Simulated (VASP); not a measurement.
Method: PBE GGA with D3 dispersion (Becke-Johnson damping), VASP's PBE PAW potentials (set 64) (plane waves; VASP).

VASP ran on this input.

File KPOINTS:
```
k-points along high-symmetry lines
10
Line-mode
Reciprocal
  0.000000   0.000000   0.000000 ! GAMMA
  0.000000   0.500000   0.000000 ! M

  0.000000   0.500000   0.000000 ! M
 -0.333333   0.666667   0.000000 ! K

 -0.333333   0.666667   0.000000 ! K
  0.000000   0.000000   0.000000 ! GAMMA

  0.000000   0.000000   0.000000 ! GAMMA
  0.000000   0.000000   0.500000 ! A

  0.000000   0.000000   0.500000 ! A
  0.000000   0.500000   0.500000 ! L

  0.000000   0.500000   0.500000 ! L
 -0.333333   0.666667   0.500000 ! H

 -0.333333   0.666667   0.500000 ! H
  0.000000   0.000000   0.500000 ! A

  0.000000   0.500000   0.500000 ! L
  0.000000   0.500000   0.000000 ! M

 -0.333333   0.666667   0.500000 ! H
 -0.333333   0.666667   0.000000 ! K
```

### POSCAR
```
MoTe2
1
    1.7477468906    -3.0271860011     0.0000000000
    1.7477468906     3.0271860011     0.0000000000
   -0.0000000000    -0.0000000000    13.6853972693
Te Mo
4 2
Direct
  0.3333330000   0.6666670000   0.8828821678
  0.6666670000   0.3333330000   0.3828821678
  0.6666670000   0.3333330000   0.1171178322
  0.3333330000   0.6666670000   0.6171178322
  0.3333330000   0.6666670000   0.2500000000
  0.6666670000   0.3333330000   0.7500000000
```

### INCAR
```
ISMEAR = 0   # Gaussian
LWAVE = .FALSE.
LREAL = .FALSE.   # projection in real space or not
LASPH = .TRUE.
NELM = 100   # most electronic steps
LMAXMIX = 4   # l cut-off of mixed one-centre charges
SIGMA = 0.05   # width (eV)
ICHARG = 11
GGA = PE   # PBE
ALGO = Normal
PREC = Accurate
IVDW = 12   # D3, Becke-Johnson
EDIFF = 1E-7
LCHARG = .FALSE.
SYSTEM = MoTe2
ENCUT = 520
LORBIT = 11
```

POTCAR, in this order: Te Mo_sv (PBE.64 set). Program: vasp_std. Read from the step before: CHGCAR.

What VASP printed:

File OUTCAR:
```
 ion  position               nearest neighbor table
   1  0.333  0.667  0.883-   6 2.72   6 2.72   6 2.72   4 3.64
   2  0.667  0.333  0.383-   5 2.72   5 2.72   5 2.72   3 3.64
   3  0.667  0.333  0.117-   5 2.72   5 2.72   5 2.72   2 3.64
   4  0.333  0.667  0.617-   6 2.72   6 2.72   6 2.72   1 3.64
   5  0.333  0.667  0.250-   2 2.72   3 2.72   2 2.72   3 2.72   2 2.72   3 2.72
   6  0.667  0.333  0.750-   1 2.72   4 2.72   1 2.72   4 2.72   1 2.72   4 2.72
  LATTYP: Found a hexagonal cell.
 ALAT       =     3.4954934242
 C/A-ratio  =     3.9151546315
 Subroutine PRICEL returns:
 Original cell was already a primitive cell.
 Subroutine GETGRP returns: Found 24 space group operations
The static configuration has the point symmetry D_3d.
 The point group associated with its full space group is D_6h.
The dynamic configuration has the point symmetry D_3d.
 Subroutine INISYM returns: Found 24 space group operations
   k-points           NKPTS =     90   k-points in BZ     NKDIM =     90   number of bands    NBANDS=     31
   number of dos      NEDOS =    301   number of ions     NIONS =      6
   total plane-waves  NPLWV =  84672
   dimension x,y,z NGX =    28 NGY =   28 NGZ =  108
   dimension x,y,z NGXF=    56 NGYF=   56 NGZF=  216
   ions per type =               4   2
   PREC   = accura    normal or accurate (medium, high low for compatibility)
   ISTART =      0    job   : 0-new  1-cont  2-samecut
   ICHARG =     11    charge: 1-file 2-atom 10-const
   ISPIN  =      1    spin polarized calculation?
   LNONCOLLINEAR =      F non collinear calculations
   LSORBIT =      F    spin-orbit coupling
   INIWAV =      1    electr: 0-lowe 1-rand  2-diag
   ENCUT  =  520.0 eV  38.22 Ry    6.18 a.u.   6.50  6.50 25.45*2*pi/ulx,y,z
   NELM   =    100;   NELMIN=  2; NELMDL= -5     # of ELM steps
   EDIFF  = 0.1E-06   stopping-criterion for ELM
   LREAL  =      F    real-space projection
   NLSPLINE    = F    spline interpolate recip. space projectors
   LMAXMIX     =    4 max onsite mixed and CHGCAR
   VOSKOWN=      0    Vosko Wilk Nusair interpolation
   EDIFFG = 0.1E-05   stopping-criterion for IOM
   NSW    =      0    number of steps for IOM
   NBLOCK =      1;   KBLOCK =      1    inner block; outer block
...
```

OSZICAR:
```
       N       E                     dE             d eps       ncg     rms          rms(c)
DAV:   1     0.412620945113E+03    0.41262E+03   -0.27566E+04  6532   0.151E+03
DAV:   2    -0.115758893923E+02   -0.42420E+03   -0.41549E+03  6919   0.353E+02
DAV:   3    -0.346718497638E+02   -0.23096E+02   -0.22602E+02  7145   0.687E+01
DAV:   4    -0.353367351532E+02   -0.66489E+00   -0.66254E+00  6817   0.111E+01
DAV:   5    -0.353571391145E+02   -0.20404E-01   -0.20395E-01  7321   0.198E+00
DAV:   6    -0.353576151241E+02   -0.47601E-03   -0.47588E-03  6873   0.283E-01
DAV:   7    -0.353576286496E+02   -0.13526E-04   -0.13525E-04  7287   0.478E-02
DAV:   8    -0.353576291514E+02   -0.50179E-06   -0.50184E-06  6682   0.840E-03
DAV:   9    -0.353576291752E+02   -0.23776E-07   -0.23764E-07  4799   0.171E-03
   1 F= -.38686944E+02 E0= -.38686944E+02  d E =-.572702E-18
```

**OUTCAR**
```
 val. band max:        8.6568032613   @ k =  -0.0000   0.0000   0.0000

 cond. band min:       9.2551560911   @ k =  -0.1852   0.3704   0.0000



 k-point     1 :       0.0000    0.0000    0.0000
  band No.  band energies     occupation
      1     -52.1998      2.00000
      2     -52.1998      2.00000
      3     -26.3770      2.00000
      4     -26.3770      2.00000
      5     -26.2350      2.00000
      6     -26.2350      2.00000
      7     -26.2350      2.00000
      8     -26.2350      2.00000
      9      -4.5746      2.00000
     10      -4.1252      2.00000
     11      -3.7767      2.00000
     12      -3.0927      2.00000
     13       2.5230      2.00000
     14       4.1032      2.00000
     15       5.2553      2.00000
     16       6.8247      2.00000
     17       6.8247      2.00000
     18       6.8464      2.00000
     19       6.8465      2.00000
     20       7.4573      2.00000
     21       7.5948      2.00000
     22       7.5949      2.00000
     23       7.6441      2.00000
     24       7.6441      2.00000
     25       8.4907      2.00000
     26       8.6568      2.00000
     27      11.5258      0.00000
     28      11.5311      0.00000
     29      11.7107      0.00000
     30      11.7149      0.00000
     31      11.7186      0.00000

 k-point     2 :       0.0000    0.0556    0.0000
  band No.  band energies     occupation
      1     -52.1995      2.00000
      2     -52.1995      2.00000
      3     -26.3761      2.00000
      4     -26.3761      2.00000
      5     -26.2392      2.00000
      6     -26.2392      2.00000
      7     -26.2359      2.00000
      8     -26.2359      2.00000
      9      -4.5295      2.00000
     10      -4.0808      2.00000
     11      -3.7424      2.00000
     12      -3.0636      2.00000
     13       2.5734      2.00000
     14       4.1511      2.00000
     15       5.2368      2.00000
     16       6.7216      2.00000
     17       6.7492      2.00000
     18       6.8595      2.00000
...
```

The density is held fixed in this step, so its total energy and stress have no physical meaning. Unless said otherwise, spin-orbit coupling is left out, though it shifts the bands of the heavy elements here.

The compound is MoTe2 in the 2H layered structure. It was relaxed first.
